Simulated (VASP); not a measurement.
OSZICAR of a VASP run on PtS2:

OSZICAR:
```
       N       E                     dE             d eps       ncg     rms          rms(c)
DAV:   1     0.129782878382E+03    0.12978E+03   -0.65018E+03   480   0.738E+02
DAV:   2    -0.607449890671E+01   -0.13586E+03   -0.13162E+03   706   0.184E+02
DAV:   3    -0.162459133407E+02   -0.10171E+02   -0.10111E+02   592   0.629E+01
DAV:   4    -0.164267263583E+02   -0.18081E+00   -0.18070E+00   674   0.936E+00
DAV:   5    -0.164305296085E+02   -0.38033E-02   -0.38032E-02   670   0.125E+00    0.192E+01
DAV:   6    -0.153414579411E+02    0.10891E+01   -0.70285E+00   536   0.276E+01    0.125E+01
DAV:   7    -0.151812943854E+02    0.16016E+00   -0.16454E+00   529   0.145E+01    0.501E+00
DAV:   8    -0.151396764913E+02    0.41618E-01   -0.99289E-02   641   0.340E+00    0.108E+00
DAV:   9    -0.151364287593E+02    0.32477E-02   -0.25052E-02   578   0.164E+00    0.245E-01
DAV:  10    -0.151365898804E+02   -0.16112E-03   -0.31316E-03   628   0.513E-01    0.169E-01
DAV:  11    -0.151366118924E+02   -0.22012E-04   -0.15607E-04   606   0.140E-01    0.771E-02
DAV:  12    -0.151366110106E+02    0.88179E-06   -0.10860E-05   673   0.297E-02    0.574E-02
DAV:  13    -0.151366152297E+02   -0.42191E-05   -0.40764E-05   543   0.661E-02    0.615E-03
DAV:  14    -0.151366194344E+02   -0.42047E-05   -0.42071E-06   634   0.158E-02    0.763E-03
DAV:  15    -0.151366217606E+02   -0.23262E-05   -0.19730E-07   436   0.272E-03    0.514E-03
DAV:  16    -0.151366353787E+02   -0.13618E-04   -0.50234E-06   592   0.120E-02    0.673E-03
DAV:  17    -0.151366379078E+02   -0.25291E-05   -0.32339E-07   520   0.359E-03    0.280E-03
DAV:  18    -0.151366414579E+02   -0.35501E-05   -0.25802E-07   478   0.221E-03    0.139E-03
DAV:  19    -0.151366437117E+02   -0.22538E-05   -0.71136E-08   499   0.228E-03    0.246E-04
DAV:  20    -0.151366453369E+02   -0.16252E-05   -0.48699E-08   415   0.128E-03    0.109E-03
DAV:  21    -0.151366464394E+02   -0.11024E-05   -0.25772E-08   457   0.104E-03    0.260E-04
DAV:  22    -0.151366467565E+02   -0.31711E-06   -0.62957E-09   422   0.413E-04
   1 F= -.15136647E+02 E0= -.15136400E+02  d E =-.493100E-03
```

**Question.** Which electronic solver shows in the log?

**Answer.** It is blocked Davidson (ALGO = Normal, or the opening steps of other solvers). The INCAR had ALGO = Normal.

**Question.** Can the final energy be trusted as converged?

**Answer.** Self-consistency was reached. It stopped with EDIFF = 1E-6, NELM = 100 (PBE GGA, plane waves, VASP's PBE PAW potentials (set 64)).  The cell holds a wide vacuum, so values per volume refer to the whole cell.

The cell is a sheet with vacuum, built from a generated structure.
